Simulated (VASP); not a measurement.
Level of theory: PBE GGA + U (Dudarev), VASP's PBE PAW potentials (set 64) (plane waves; VASP).

The input files of a VASP run:

INCAR:
```
SYSTEM = Pt3Ti
PREC = Accurate
ENCUT = 400
EDIFF = 1E-6
NELM = 100
ALGO = Normal
LREAL = .FALSE.
LASPH = .TRUE.
ISMEAR = 1
SIGMA = 0.1
GGA = PE
LMAXMIX = 6
LWAVE = .FALSE.
LCHARG = .FALSE.
ISIF = 2
LDAU = .TRUE.
LDAUTYPE = 2
LDAUL = 2 -1
LDAUU = 8.0 0
LDAUJ = 0 0
LDAUPRINT = 1
LORBIT = 10
```

File POSCAR:
```
Pt3Ti
1
    3.9200000000     0.0000000000     0.0000000000
    0.0000000000     3.9200000000     0.0000000000
    0.0000000000     0.0000000000     3.9200000000
Ti Pt
1 3
Direct
  0.0000000000   0.0000000000   0.0000000000
  0.0000000000   0.5000000000   0.5000000000
  0.5000000000   0.0000000000   0.5000000000
  0.5000000000   0.5000000000   0.0000000000
```

File KPOINTS:
```
kpoints
0
gamma
  7 7 7
0 0 0
```

POTCAR, in this order: Ti_sv Pt (PBE.64 set). Program: vasp_std.

Output

**OSZICAR**
```
       N       E                     dE             d eps       ncg     rms          rms(c)
DAV:   1     0.344812686775E+03    0.34481E+03   -0.18291E+04  1000   0.150E+03
DAV:   2     0.326190719700E+01   -0.34155E+03   -0.33479E+03  1049   0.409E+02
DAV:   3    -0.279787470019E+02   -0.31241E+02   -0.30206E+02  1454   0.106E+02
DAV:   4    -0.287659927022E+02   -0.78725E+00   -0.78281E+00  1176   0.184E+01
DAV:   5    -0.287891298407E+02   -0.23137E-01   -0.23127E-01  1420   0.307E+00    0.219E+01
DAV:   6    -0.247897315139E+02    0.39994E+01   -0.20685E+01  1391   0.384E+01    0.114E+01
DAV:   7    -0.245640944246E+02    0.22564E+00   -0.10550E+01  1361   0.215E+01    0.789E+00
DAV:   8    -0.241058004148E+02    0.45829E+00   -0.30111E+00  1378   0.131E+01    0.264E+00
DAV:   9    -0.241141800190E+02   -0.83796E-02   -0.48684E-01  1411   0.567E+00    0.113E+00
DAV:  10    -0.241020689291E+02    0.12111E-01   -0.12468E-01  1478   0.229E+00    0.372E-01
DAV:  11    -0.241010877898E+02    0.98114E-03   -0.88909E-03  1368   0.645E-01    0.117E-01
DAV:  12    -0.241013724136E+02   -0.28462E-03   -0.65878E-04  1267   0.162E-01    0.439E-02
DAV:  13    -0.241014083876E+02   -0.35974E-04   -0.36866E-04  1394   0.149E-01    0.500E-02
DAV:  14    -0.241013908366E+02    0.17551E-04   -0.95763E-05  1427   0.750E-02    0.172E-02
DAV:  15    -0.241013905282E+02    0.30848E-06   -0.13432E-05  1426   0.218E-02    0.520E-03
DAV:  16    -0.241013907575E+02   -0.22934E-06   -0.52021E-07   818   0.454E-03
   1 F= -.24101391E+02 E0= -.24100827E+02  d E =-.169013E-02
```

**OUTCAR**
```
------------------------ aborting loop because EDIFF is reached ----------------------------------------
  FORCE on cell =-STRESS in cart. coord.  units (eV):
  Direction    XX          YY          ZZ          XY          YZ          ZX
  --------------------------------------------------------------------------------------
  Total        4.5109704      4.5109704      4.5109704      0.0000000      0.0000000     -0.0000000
  in kB      119.9837301    119.9837301    119.9837301      0.0000000      0.0000000     -0.0000000
  external PRESSURE =     119.9837301 kB  Pullay stress =       0.0000000 kB
  volume of cell :       60.24
      direct lattice vectors                 reciprocal lattice vectors
     3.920000000  0.000000000  0.000000000     0.255102041  0.000000000  0.000000000
     0.000000000  3.920000000  0.000000000     0.000000000  0.255102041  0.000000000
     0.000000000  0.000000000  3.920000000     0.000000000  0.000000000  0.255102041
 POSITION                                       TOTAL-FORCE (eV/Angst)
 -----------------------------------------------------------------------------------
      0.00000      0.00000      0.00000         0.000000      0.000000      0.000000
      0.00000      1.96000      1.96000         0.000000      0.000000      0.000000
      1.96000      0.00000      1.96000         0.000000      0.000000      0.000000
      1.96000      1.96000      0.00000         0.000000      0.000000      0.000000
 -----------------------------------------------------------------------------------
    total drift:                                0.000000      0.000000      0.000000
  FREE ENERGIE OF THE ION-ELECTRON SYSTEM (eV)
  ---------------------------------------------------
  free  energy   TOTEN  =       -24.1013907575 eV

  energy  without entropy=      -24.0997006242  energy(sigma->0) =      -24.10082738

 total charge

# of ion       s       p       d       tot
------------------------------------------
    1        2.242   6.198   1.447   9.887
    2        0.696   0.683   8.096   9.475
    3        0.696   0.683   8.096   9.475
    4        0.696   0.683   8.096   9.475
--------------------------------------------------
tot          4.331   8.246  25.735  38.312
```
(Selected blocks of OUTCAR.)

The compound is Pt3Ti in the L1_2 structure. The cell was not relaxed at this level. The run is one of a series of settings (LDAU = .TRUE., LDAUJ = 0 0, LDAUL = 2 -1, LDAUTYPE = 2, LDAUU = 8.0 0 against the base run), some of them coarse on purpose.
